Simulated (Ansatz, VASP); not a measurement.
# Pd (Palladium) in two plane-wave programs

Aim: how closely do two programs agree when they are given the same cell, functional and k mesh? The cell is taken from a series of runs on this material, whose earlier steps may have relaxed, scaled, displaced or heated it; both programs get it as it stands.

Main program and level: Ansatz 0.2.0; plane waves, with VASP 6.6.1 beside it; relaxation of cell and atoms at PBE and elastic constants at PBE.

### Step 1. Set-up

Symmetry: Fm-3m, No. 225, cubic system. The conventional cell has a = 3.943 Å, b = 3.943 Å, c = 3.943 Å, α = 90.00°, β = 90.00°, γ = 90.00°. Pd has 12 Pd at 2.79 Å nearest.

### Step 2. Ansatz: relaxation of cell and atoms, PBE

Ansatz runs on its PAW soft_1 files.

The relaxed volume is the usual yardstick between codes: in a stiff, nearly cubic crystal its relative difference is about their pressure difference at one cell divided by the bulk modulus.

input.yaml

```yaml
crystal:
  lattice:
    - [0.0, 1.9717038985, 1.9717038985]
    - [1.9717038985, 0.0, 1.9717038985]
    - [1.9717038985, 1.9717038985, 0.0]
  atoms:
    - { symbol: Pd, position: [0.0, 0.0, 0.0] }
kpoints:
  mp_grid: { grid: [22, 22, 22] }
hamiltonian:
  xc: pbe
  pseudopotentials: { kind: paw, azcp: { folder: soft_1 } }
scf:
  occupations: { method: fermi_dirac, width: 0.15 }
output:
  forces: true
  stress: true
  eigenvalues: true
relax:
  adjacent_minimum: "off"
  f_tol: 0.001
  max_steps: 60
  cell: { stress_tol: 0.01 }
```

Command:

```sh
ansatz run input.yaml --threads 4 --pin off --max-ram 8192MiB --backend cpu --events-out ev --progress --plain --runs-dir out
```

Numbers of over 12 decimals in the logs are rounded to 6 here.

The program printed:

```text
Engine: ansatz 0.2.0, x86_64-unknown-linux-gnu
Pseudopotentials: kind: paw
Pseudopotential: Pd, paw, valence charge 18, recommended cutoff 420 eV (normal), soft_1/Pd.paw.azcp
Functional definition: PBE
  parameter kappa = 0.804
  parameter beta = 0.066725
  exchange = pbe_x(kappa = kappa, mu = beta*pi^2/3)
  correlation = pbe_c(beta = beta)
Crystal: 1 atoms, lattice volume = 15.330 Å³
Basis set: ecut = 420 eV, 307 PW (Γ), exchange–correlation on 40×40×40 points (8 copies of the dense FFT grid, shifted against one another)
Bands: 13, of which v1, the nominal top of the filled ones, is band 9 counted from 1 (8 counted from 0)
Symmetry: 48 space group operations
Space group: Fm-3m (ITA 225), of the structure as read, at distance tolerance 2.5e-5 Å
k-points: 328 of 10648
Non-local potential: Pd, projectors of the file, l = 0: 2, l = 1: 2, l = 2: 2, l = 3: 1
PAW form: soft (Blöchl's): semilocal exchange-correlation on the pseudo side does not see the compensation charge
PAW one-centre angular grid: Pd, 590 points (default); XC on 64 Gauss nodes
Initial density: superposition of atomic densities (chi_scale 0.1, normalization cell)
Initial wavefunctions: pseudopotential atomic-orbital guess
Functional: x = pbe(κ = 0.804, μ = 0.219515), c = pbe(β = 0.066725)
SCF iter   1: F=—  HF=-6973.917976 eV  |F-HF|=—  |Δ(HF+E_count)|=         —  Δρ=1.52e-1  dr2=3.66e0  ethr=3.10e-3  ⟨swp⟩=4.9  Hψ=20972  notcnv=0
preconditioner: auto → none  [metal: Δε(μ)=0.002 eV  Ē_g=13.346 eV  σ=0.150 eV  W_gap=0.00  n_scr=8 (ndim 8)  ℏωp=30.0 eV  f_vac=0.000  D(μ)=1.78/eV (n_scr^D=26)  sad-step TF]
SCF iter   2: F=—  HF=-6973.060821 eV  |F-HF|=—  |Δ(HF+E_count)|=   8.57e-1  Δρ=5.26e-2  dr2=3.81e-1  ethr=3.10e-3  ⟨swp⟩=2.9  Hψ=10981  notcnv=0
SCF iter   3: F=—  HF=-6972.975565 eV  |F-HF|=—  |Δ(HF+E_count)|=   8.53e-2  Δρ=1.23e-2  dr2=1.31e-2  ethr=2.12e-3  ⟨swp⟩=2.2  Hψ=6417  notcnv=0
SCF iter   4: F=—  HF=-6972.979551 eV  |F-HF|=—  |Δ(HF+E_count)|=   3.99e-3  Δρ=2.12e-3  dr2=5.03e-4  ethr=7.30e-5  ⟨swp⟩=2.4  Hψ=7680  notcnv=0
SCF iter   5: F=—  HF=-6972.979603 eV  |F-HF|=—  |Δ(HF+E_count)|=   5.16e-5  Δρ=1.46e-4  dr2=3.32e-6  ethr=2.79e-6  ⟨swp⟩=2.9  Hψ=7418  notcnv=0
SCF iter   6: F=—  HF=-6972.979604 eV  |F-HF|=—  |Δ(HF+E_count)|=   1.13e-6  Δρ=7.91e-6  dr2=8.65e-9  ethr=5.56e-10  ⟨swp⟩=3.5  Hψ=19378  notcnv=0
SCF iter   7: F=-6972.979604 eV  HF=-6972.979604 eV  |F-HF|=2.60e-10  |Δ(HF+E_count)|=  8.88e-10  Δρ=1.50e-6  dr2=3.32e-10  ethr=4.81e-11  ⟨swp⟩=1.0  Hψ=11636  notcnv=0
SCF 1 converged in 7 iterations: F = -6972.979604 eV  dr2 = 3.32e-10
  greatest PAW one-centre occupation: 0.999 electrons in one spin orbital (limit 2), on the Pd atom at site 0 (counted from 0), in its partial waves of l = 0
relax step   1: F+E_penalty+E_count = -6972.97960380 eV  Δ(F+E_penalty+E_count) = +0.000e0 eV  max|allowed force component| = 0.000e0 eV/Å  Δτ_max = 0.0000 Å  P = +0.604 GPa  Ω = 15.330 Å³  (7 SCF iters, dr2 threshold 1.00e-7 eV, accepted)
[...]
relax step   2: F+E_penalty+E_count = -6972.97961810 eV  Δ(F+E_penalty+E_count) = -1.430e-5 eV  max|allowed force component| = 0.000e0 eV/Å  Δτ_max = 0.0000 Å  P = -0.446 GPa  Ω = 15.428 Å³  energy of the carried Pulay correction = -3.196e-5 eV  (4 SCF iters, dr2 threshold 1.00e-7 eV, accepted)
[...]
relax step   3: F+E_penalty+E_count = -6972.97969033 eV  Δ(F+E_penalty+E_count) = -7.223e-5 eV  max|allowed force component| = 0.000e0 eV/Å  Δτ_max = 0.0000 Å  P = -0.003 GPa  Ω = 15.387 Å³  energy of the carried Pulay correction = -1.836e-5 eV  (4 SCF iters, dr2 threshold 1.00e-7 eV, accepted)
[...]
relax step   4: F+E_penalty+E_count = -6972.97970898 eV  Δ(F+E_penalty+E_count) = -1.865e-5 eV  max|allowed force component| = 0.000e0 eV/Å  Δτ_max = 0.0000 Å  P = -0.006 GPa  Ω = 15.387 Å³  stress off target by 6.13e-3 GPa  SCF on the basis re-selected at this cell (its energy is not comparable with the rows above)  (4 SCF iters)
basis re-selected at this cell: Δ(F+E_penalty+E_count) = -1.865e-5 eV, ΔP = -0.003 GPa vs the last step (what re-selecting the basis moved, of the pressure what is left beyond the Pulay correction that the steps carried, after the strain that the cell walked since its last selection, with what the two solves' SCF thresholds leave and, on support functions, any second-order correction that the steps lacked; it is no measure of the basis error at this ecutwfc). This SCF's stress stands 6.13e-3 GPa from its target on what of the cell is left free (relax.cell.stress_tol is 1.00e-2 GPa) and its largest allowed force component is 0.00e0 eV/Å (relax.f_tol is 1.00e-3 eV/Å): [rest of the remark cut]
SCF converged after 4 iterations
Free energy (F): -6972.979709 eV
Harris-Foulkes:  -6972.979709 eV  (|F-HF|=0.00e0)
Internal energy: -6972.853752 eV  (E = F + TS)
E sigma→0 (E₀):  -6972.916731 eV
Entropy (-TS):   -0.125957 eV (-125.957 meV/atom)
Fermi energy:    18.597747 eV
--- Per-component energies (eV) ---
  E_band       = -156.736664
  E_kinetic    = 447.883022
  E_local      = -1893.008850  (includes V_loc(G=0)·N_el)
  E_nonlocal   = 370.689374
  E_hartree    = 759.491235
  E_xc         = -138.240526
  E_vxc        = -174.802119  (∫ρ·V_xc dr)
  E_paw        = -3810.775297  (= ΣΔE_a)
  E_vpaw       = -426.480796  (= ΣTr[D̂ρ^β])
  E_aug_tail   = 0.000239  (compensation charges beyond the density's cutoff)
  E_ewald      = -2708.892950
  E_smearing   = -0.125957  (= −TS)
  E_closure    = 0.000000  (closes the sum)
  Σ components = -6972.979709   (vs F -6972.979709, Δ=0.00e0)
--- Forces (eV/Å), atoms counted from 1 ---
  atom   1  Pd    -0.00000000     0.00000000     0.00000000
  max |Σ_I F_I| component: 4.11e-32 eV/Å
--- Stress (GPa, compression-positive) ---
       -0.006132      -0.000000      -0.000000
       -0.000000      -0.006132      -0.000000
       -0.000000       0.000000      -0.006132
  P = ⅓ Tr σ = -0.0061 GPa (-0.061 kbar)
--- Band table (eV; the first three rows and the last of 328) ---
  k-point 0: bands = [... 5 lower, 15.8818, 15.8818, 15.8818, 17.3824, 17.3824, 35.5375, 40.0153, 40.0153]
  k-point 1: bands = [... 5 lower, 15.8566, 15.9068, 15.9068, 17.3705, 17.3705, 35.6100, 39.5111, 40.0936]
  k-point 2: bands = [... 5 lower, 15.7892, 15.9755, 15.9755, 17.3418, 17.3418, 35.7884, 38.3817, 40.3221]
  k-point 327: bands = [... 5 lower, 15.0996, 15.6725, 17.3353, 18.8069, 26.6044, 27.7916, 28.5865, 29.8299]
--- Relaxed structure (3 steps of the walk, 3 accepted, 1 SCFs on fresh bases) ---
  F+E_penalty+E_count = -6972.97970898 eV   max|allowed force component| = 0.000e0 eV/Å   (the final SCF, on the basis selected at the relaxed cell)
  cell:  # Å, volume = 15.3866 Å³
    - [0, 1.974110, 1.974110]
    - [1.974110, 0, 1.974110]
    - [1.974110, 1.974110, 0]
  atoms:
    - { symbol: Pd, position: [0.0, 0.0, 0.0] }
```

In the SCF lines HF is the Harris–Foulkes energy and dr2 the Hartree energy of the density residual, in eV; the loop may stop once dr2 is under the threshold and the program's other checks hold. Hψ counts applications of the Hamiltonian.

### Step 3. VASP: relaxation of cell and atoms, PBE

The same cell, functional, mesh and smearing now go to VASP, with its own data sets.

Lines of VASP's logs that name or quote its potential files are left out, and so is its time.

INCAR

```
SYSTEM = Pd
PREC = Accurate
ENCUT = 500
EDIFF = 1E-07
NELM = 120
ISMEAR = -1
SIGMA = 0.15
LREAL = .FALSE.
ALGO = Normal
GGA = PE
NBANDS = 11
LASPH = .TRUE.
LORBIT = 11
LWAVE = .FALSE.
LCHARG = .FALSE.
ISIF = 3
IBRION = 2
NSW = 80
EDIFFG = -0.005
GGA_COMPAT = .FALSE.
NELMIN = 4
KPAR = 2
```

POSCAR

```
Pd
1.0
    0.0000000000      1.9717040000      1.9717040000
    1.9717040000      0.0000000000      1.9717040000
    1.9717040000      1.9717040000      0.0000000000
Pd
1
Direct
    0.0000000000      0.0000000000      0.0000000000
```

KPOINTS

```
Automatic mesh
0
Gamma
22 22 22
0 0 0
```

Potentials, in the order of the species: Pd (PBE family, release 64).

Command:

```sh
mpirun -np 2 vasp_std
```

The program printed:

```text
[banner, memory and clock lines left out]
running    2 mpi-ranks, on    1 nodes
 distrk:  each k-point on    1 cores,    2 groups
 distr:  one band on    1 cores,    1 groups

 POSCAR found type information on POSCAR Pd
 POSCAR found :  1 types and       1 ions
 LDA part: xc-table for (Slater+PW92), standard interpolation
 POSCAR, INCAR and KPOINTS ok, starting setup
 FFT: planning ... GRIDC
 FFT: planning ... GRID_SOFT
 FFT: planning ... GRID
 WAVECAR not read
 entering main loop
       N       E                     dE             d eps       ncg     rms          rms(c)
DAV:   1     0.410543353213E+02    0.41054E+02   -0.50111E+03  7272   0.818E+02
DAV:   2    -0.501145346663E+01   -0.46066E+02   -0.44385E+02  8213   0.178E+02
DAV:   3    -0.555944417428E+01   -0.54799E+00   -0.54569E+00  8610   0.207E+01
DAV:   4    -0.556202135771E+01   -0.25772E-02   -0.25768E-02  8721   0.151E+00
DAV:   5    -0.556205012562E+01   -0.28768E-04   -0.28767E-04  9579   0.143E-01    0.701E+00
DAV:   6    -0.530217878510E+01    0.25987E+00   -0.11293E+00  8797   0.858E+00    0.345E+00
DAV:   7    -0.529411033232E+01    0.80685E-02   -0.10369E-02  9180   0.730E-01    0.186E+00
DAV:   8    -0.529085737546E+01    0.32530E-02   -0.93533E-04  8914   0.226E-01    0.547E-02
DAV:   9    -0.529085583943E+01    0.15360E-05   -0.32707E-05  9338   0.483E-02    0.173E-02
DAV:  10    -0.529085985768E+01   -0.40183E-05   -0.34564E-06  8807   0.171E-02    0.447E-03
DAV:  11    -0.529085944364E+01    0.41404E-06   -0.42019E-08  8689   0.209E-03    0.390E-04
DAV:  12    -0.529085943765E+01    0.59997E-08   -0.24071E-09  5780   0.416E-04
   1 F= -.52908594E+01 E0= -.52280561E+01  d E =-.529086E+01
 curvature:   0.00 expect dE= 0.000E+00 dE for cont linesearch  0.000E+00
 trial: gam= 0.00000 g(F)=  0.542E-63 g(S)=  0.201E-03 ort = 0.000E+00 (trialstep = 0.100E+01)
 search vector abs. value=  0.201E-03
 bond charge predicted
       N       E                     dE             d eps       ncg     rms          rms(c)
DAV:   1    -0.529466569145E+01   -0.38062E-02   -0.67056E-02  8425   0.251E+00    0.413E-01
DAV:   2    -0.529083844642E+01    0.38272E-02   -0.18738E-02  8629   0.105E+00    0.107E-01
DAV:   3    -0.529082678492E+01    0.11661E-04   -0.55556E-05  9217   0.570E-02    0.652E-02
DAV:   4    -0.529082535791E+01    0.14270E-05   -0.36963E-05  8695   0.438E-02    0.399E-03
DAV:   5    -0.529082568558E+01   -0.32767E-06   -0.35601E-07  8884   0.470E-03    0.221E-03
DAV:   6    -0.529082595833E+01   -0.27275E-06   -0.48488E-08  8519   0.191E-03    0.152E-04
DAV:   7    -0.529082596109E+01   -0.27583E-08   -0.88498E-10  5435   0.259E-04
   2 F= -.52908260E+01 E0= -.52277659E+01  d E =0.334766E-04
 trial-energy change:    0.000033  1 .order    0.000028   -0.000201    0.000257
 step:   0.4211(harm=  0.4395)  dis= 0.00000  next Energy=    -5.290901 (dE=-0.420E-04)
 bond charge predicted
       N       E                     dE             d eps       ncg     rms          rms(c)
DAV:   1    -0.529218274692E+01   -0.13568E-02   -0.22478E-02  8209   0.145E+00    0.240E-01
DAV:   2    -0.529089584536E+01    0.12869E-02   -0.62745E-03  8659   0.611E-01    0.592E-02
DAV:   3    -0.529089595079E+01   -0.10543E-06   -0.18606E-05  9220   0.329E-02    0.361E-02
DAV:   4    -0.529090117835E+01   -0.52276E-05   -0.12563E-05  8673   0.256E-02    0.250E-03
DAV:   5    -0.529090110021E+01    0.78138E-07   -0.12628E-07  8830   0.286E-03
   3 F= -.52909011E+01 E0= -.52279894E+01  d E =-.416626E-04
 curvature:  -0.22 expect dE=-0.844E-08 dE for cont linesearch -0.844E-08
 trial: gam=-0.01363 g(F)=  0.182E-62 g(S)=  0.384E-07 ort = 0.278E-05 (trialstep = 0.884E+00)
 search vector abs. value=  0.107E-09
 reached required accuracy - stopping structural energy minimisation
```

OUTCAR, selected parts (step 3):

```text
ion  position               nearest neighbor table
   1  0.000  0.000  0.000-

  LATTYP: Found a face centered cubic cell.
 ALAT       =     3.9434080000

 Subroutine GETGRP returns: Found 48 space group operations
 (whereof 48 operations were pure point group operations)

The static configuration has the point symmetry O_h .

 Found    328 irreducible k-points:

   k-points           NKPTS =    328   k-points in BZ     NKDIM =    328   number of bands    NBANDS=     11

   dimension x,y,z NGX =    20 NGY =   20 NGZ =   20
   dimension x,y,z NGXF=    40 NGYF=   40 NGZF=   40

   ENCUT  =  500.0 eV  36.75 Ry    6.06 a.u.   5.08  5.08  5.08*2*pi/ulx,y,z

   NELECT =      10.0000    total number of electrons

 k-points in reciprocal lattice and weights: Automatic mesh
   0.00000000  0.00000000  0.00000000       0.000
   0.04545455  0.00000000  0.00000000       0.001
   0.09090909  0.00000000  0.00000000       0.001
   0.13636364  0.00000000  0.00000000       0.001
   0.18181818  0.00000000  0.00000000       0.001
   0.22727273  0.00000000  0.00000000       0.001
   0.27272727  0.00000000  0.00000000       0.001
   0.31818182  0.00000000  0.00000000       0.001
   0.36363636  0.00000000  0.00000000       0.001
[...]
-0.27272727  0.45454545  0.22727273       0.002
  -0.27272727  0.50000000  0.22727273       0.001

 average (electrostatic) potential at core
       1 -71.0725

 E-fermi :   9.1669

 k-point     1 :       0.0000    0.0000    0.0000
  band No.  band energies     occupation
    ...
      2       6.4510      2.00000
      3       6.4510      2.00000
      4       6.4510      2.00000
      5       7.9521      1.99939
      6       7.9521      1.99939
      7      26.2761      0.00000
      8      30.8156      0.00000
      9      30.8156      0.00000
     10      30.8156      0.00000
     11      35.4242      0.00000

 k-point     2 :       0.0455    0.0000    0.0000
  band No.  band energies     occupation
    ...
      2       6.4257      2.00000
      3       6.4760      2.00000
      4       6.4760      2.00000
      5       7.9401      1.99944
      6       7.9401      1.99944
      7      26.3488      0.00000
      8      30.2826      0.00000
      9      30.8938      0.00000
     10      30.8938      0.00000
     11      35.5178      0.00000

 k-point     3 :       0.0909    0.0000    0.0000
  band No.  band energies     occupation
    ...
      2       6.3582      2.00000
      3       6.5446      2.00000
      4       6.5446      2.00000
      5       7.9113      1.99954
      6       7.9113      1.99954
      7      26.5255      0.00000
      8      29.1103      0.00000
      9      31.1191      0.00000
     10      31.1191      0.00000
     11      35.5755      0.00000

  Total        0.0005154      0.0005154      0.0005154     -0.0000000      0.0000000     -0.0000000
  in kB        0.0537370      0.0537370      0.0537370     -0.0000000      0.0000000     -0.0000000
  external PRESSURE =       0.0537370 kB  Pullay stress =       0.0000000 kB

  energy-cutoff  :      500.00
  volume of cell :       15.37
      direct lattice vectors                 reciprocal lattice vectors
    -0.000000000  1.973198145  1.973198145    -0.253395738  0.253395738  0.253395738
     1.973198145  0.000000000  1.973198145     0.253395738 -0.253395738  0.253395738
     1.973198145  1.973198145  0.000000000     0.253395738  0.253395738 -0.253395738

 POSITION                                       TOTAL-FORCE (eV/Angst)
 -----------------------------------------------------------------------------------
     -0.00000      0.00000      0.00000         0.000000      0.000000      0.000000
 -----------------------------------------------------------------------------------
    total drift:                                0.000000      0.000000      0.000000

  FREE ENERGIE OF THE ION-ELECTRON SYSTEM (eV)
  ---------------------------------------------------
  free  energy   TOTEN  =        -5.2909011002 eV

  energy  without entropy=       -5.1650777819  energy(sigma->0) =       -5.22798944

 reached required accuracy - stopping structural energy minimisation

 total charge
# of ion       s       p       d       tot
------------------------------------------
    1        0.471   0.437   8.451   9.358

[... 3 further parts left out ...]
```

### Step 4. Differences

Known differences besides the potentials themselves: the data sets hold 18 valence electrons in Ansatz (on its PAW soft_1 files) and 10 in VASP; the cutoff is 420 eV in Ansatz and 500 eV in VASP; Ansatz adds a Pulay correction to the stress that steers its cell, VASP none. Total energies have different zeros and are not compared.

The two programs side by side:

```tsv
quantity	Ansatz	VASP	difference
volume (Å³)	15.39	15.37	+0.14 %
edge a after relaxation, in the typed setting (Å)	2.792	2.791	+0.05 %
```

(Part 1 of 2 ends here.)

[Lines on the potential files, build, host, timing and source positions are cut from VASP's logs without a mark.]

[Logs are printed without paths, hosts, clocks, repeated set-up lines and the standing remarks that a program may print on its own settings, such as how far it seeks lower states.]

[Hosts, paths, dates, database ids (printed as entryN), source tags and the programs' standing remarks are cut or masked in the printed files.]
